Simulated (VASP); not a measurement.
Consider the following.

```yaml
crystal:
  lattice:
    - [3.54475, 0.00000, 0.00000]
    - [0.00000, 3.54475, 0.00000]
    - [0.00000, 0.00000, 3.54475]
  atoms:
    - { symbol: Si, position: [0.00000, 0.00000, 0.00000] }
    - { symbol: Ni, position: [0.00000, 0.50000, 0.50000] }
    - { symbol: Ni, position: [0.50000, 0.00000, 0.50000] }
    - { symbol: Ni, position: [0.50000, 0.50000, 0.00000] }
```

Method: PW91 GGA, VASP's PBE PAW potentials (set 64) (plane waves; VASP). Numerical set-up: 520 eV cut-off, 9×9×9 Γ-centred mesh, first-order Methfessel-Paxton smearing of 0.10 eV, potentials Si Ni.

Question: Give the stress tensor in GPa (positive for a compressed cell).

Answer: 
```
-5.71   0.00   0.00
 0.00  -5.71   0.00
 0.00   0.00  -5.71
```
The pressure is its mean diagonal, -5.71 GPa.

The compound is Ni3Si in the L1_2 structure. This cell is one point of a volume scan, at 1.03 of the reference volume. The run is not spin-polarised, so no magnetic state was tried.
